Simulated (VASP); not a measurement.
Calculation: LDA (Ceperley-Alder, Perdew-Zunger), VASP's LDA PAW potentials (set 64) (plane waves; VASP).

VASP input:

INCAR:
```
SYSTEM = Ge
PREC = Accurate
ENCUT = 400
EDIFF = 1E-6
NELM = 100
ALGO = Normal
LREAL = .FALSE.
LASPH = .TRUE.
ISMEAR = 0
SIGMA = 0.05
LMAXMIX = 4
LWAVE = .FALSE.
LCHARG = .FALSE.
IBRION = 2
ISIF = 3
NSW = 60
EDIFFG = -0.01
```

**KPOINTS**
```
kpoints
0
G
7 7 7
0 0 0
```

POSCAR:
```
Ge
1.0
  0.0000000000   2.8290000000   2.8290000000
  2.8290000000   0.0000000000   2.8290000000
  2.8290000000   2.8290000000   0.0000000000
Ge
2
Cart
  0.0000000000   0.0000000000   0.0000000000
  1.4145000000   1.4145000000   1.4145000000
```

POTCAR, in this order: Ge_d (LDA.64 set). Program: vasp_std.

The run wrote:

OUTCAR:
```
 ion  position               nearest neighbor table
   1  0.000  0.000  0.000-   2 2.45   2 2.45   2 2.45   2 2.45
   2  0.250  0.250  0.250-   1 2.45   1 2.45   1 2.45   1 2.45
  LATTYP: Found a face centered cubic cell.
 ALAT       =     5.6580000000
 Subroutine PRICEL returns:
 Original cell was already a primitive cell.
 Subroutine GETGRP returns: Found 48 space group operations
The static configuration has the point symmetry T_d .
 The point group associated with its full space group is O_h .
The dynamic configuration has the point symmetry T_d .
 Subroutine INISYM returns: Found 48 space group operations
 Subroutine IBZKPT returns following result:
 Found     20 irreducible k-points:

 Following reciprocal coordinates:
            Coordinates               Weight
  0.000000  0.000000  0.000000      1.000000
  0.142857  0.000000  0.000000      8.000000
  0.285714  0.000000  0.000000      8.000000
  0.428571  0.000000  0.000000      8.000000
  0.142857  0.142857  0.000000      6.000000
  0.285714  0.142857  0.000000     24.000000
  0.428571  0.142857  0.000000     24.000000
 -0.428571  0.142857  0.000000     24.000000
...
```

### OSZICAR
```
       N       E                     dE             d eps       ncg     rms          rms(c)
DAV:   1     0.143048913171E+03    0.14305E+03   -0.13583E+04   752   0.366E+03
DAV:   2     0.730236837598E+01   -0.13575E+03   -0.13335E+03   720   0.456E+02
DAV:   3    -0.100565482922E+02   -0.17359E+02   -0.17191E+02   790   0.135E+02
DAV:   4    -0.105345620780E+02   -0.47801E+00   -0.47727E+00   810   0.257E+01
DAV:   5    -0.105422848196E+02   -0.77227E-02   -0.77218E-02   788   0.331E+00    0.330E+00
DAV:   6    -0.104255989875E+02    0.11669E+00   -0.43070E-02   758   0.187E+00    0.190E+00
DAV:   7    -0.103656996442E+02    0.59899E-01   -0.95871E-02   752   0.231E+00    0.141E-01
DAV:   8    -0.103663359197E+02   -0.63628E-03   -0.50772E-03   810   0.904E-01    0.484E-02
DAV:   9    -0.103663653633E+02   -0.29444E-04   -0.10890E-04   892   0.125E-01    0.161E-02
DAV:  10    -0.103663618973E+02    0.34660E-05   -0.12333E-05   922   0.537E-02    0.479E-03
DAV:  11    -0.103663616724E+02    0.22490E-06   -0.11925E-06   492   0.858E-03
   1 F= -.10366362E+02 E0= -.10366237E+02  d E =-.103664E+02
       N       E                     dE             d eps       ncg     rms          rms(c)
DAV:   1    -0.106597478651E+02   -0.29339E+00   -0.38390E+00   952   0.387E+01    0.319E+00
DAV:   2    -0.104432919347E+02    0.21646E+00   -0.31462E-01   934   0.118E+01    0.155E+00
DAV:   3    -0.103761753413E+02    0.67117E-01   -0.10313E-01   940   0.589E+00    0.405E-01
DAV:   4    -0.103711360622E+02    0.50393E-02   -0.11974E-02   922   0.222E+00    0.876E-02
DAV:   5    -0.103709788736E+02    0.15719E-03   -0.77782E-04   810   0.534E-01    0.559E-02
DAV:   6    -0.103709766758E+02    0.21978E-05   -0.37953E-05   910   0.117E-01    0.204E-03
DAV:   7    -0.103709767626E+02   -0.86768E-07   -0.16100E-06   504   0.191E-02
   2 F= -.10370977E+02 E0= -.10370952E+02  d E =-.461509E-02
       N       E                     dE             d eps       ncg     rms          rms(c)
DAV:   1    -0.103818556414E+02   -0.10879E-01   -0.14597E-01   952   0.796E+00    0.600E-01
DAV:   2    -0.103740074149E+02    0.78482E-02   -0.10932E-02   932   0.214E+00    0.296E-01
DAV:   3    -0.103715314475E+02    0.24760E-02   -0.41042E-03   942   0.117E+00    0.721E-02
DAV:   4    -0.103713514052E+02    0.18004E-03   -0.48643E-04   922   0.455E-01    0.154E-02
DAV:   5    -0.103713473723E+02    0.40330E-05   -0.39355E-05   808   0.124E-01    0.113E-02
DAV:   6    -0.103713470436E+02    0.32867E-06   -0.25670E-06   592   0.334E-02
   3 F= -.10371347E+02 E0= -.10371273E+02  d E =-.498537E-02
```

**OUTCAR**
```
------------------------ aborting loop because EDIFF is reached ----------------------------------------
  FORCE on cell =-STRESS in cart. coord.  units (eV):
  Direction    XX          YY          ZZ          XY          YZ          ZX
  --------------------------------------------------------------------------------------
  Total       -0.0029899     -0.0029899     -0.0029899      0.0000000      0.0000000     -0.0000000
  in kB       -0.1083967     -0.1083967     -0.1083967      0.0000000      0.0000000     -0.0000000
  external PRESSURE =      -0.1083967 kB  Pullay stress =       0.0000000 kB
  volume of cell :       44.19
      direct lattice vectors                 reciprocal lattice vectors
    -0.000000000  2.806113996  2.806113996    -0.178182355  0.178182355  0.178182355
     2.806113996  0.000000000  2.806113996     0.178182355 -0.178182355  0.178182355
     2.806113996  2.806113996  0.000000000     0.178182355  0.178182355 -0.178182355
 POSITION                                       TOTAL-FORCE (eV/Angst)
 -----------------------------------------------------------------------------------
      0.00000      0.00000      0.00000         0.000000      0.000000      0.000000
      1.40306      1.40306      1.40306        -0.000000     -0.000000     -0.000000
 -----------------------------------------------------------------------------------
    total drift:                                0.000000      0.000000      0.000000
  FREE ENERGIE OF THE ION-ELECTRON SYSTEM (eV)
  ---------------------------------------------------
  free  energy   TOTEN  =       -10.3713470436 eV

  energy  without entropy=      -10.3711986015  energy(sigma->0) =      -10.37127282

 reached required accuracy - stopping structural energy minimisation
```
(Selected blocks of OUTCAR.)

### CONTCAR
```
Ge
   1.00000000000000
    -0.0000000000000000    2.8061139959100760    2.8061139959100760
     2.8061139959100760    0.0000000000000000    2.8061139959100760
     2.8061139959100760    2.8061139959100760    0.0000000000000000
  Ge
     2
Direct
     0.0000000000000000    0.0000000000000000    0.0000000000000000
     0.2500000000000000    0.2500000000000000    0.2500000000000000
```

Energy and stress use the plane-wave basis of the starting cell.

The compound is Ge in the diamond structure. This run relaxes it. Symmetry was kept, so distortions that lower it aren't found.
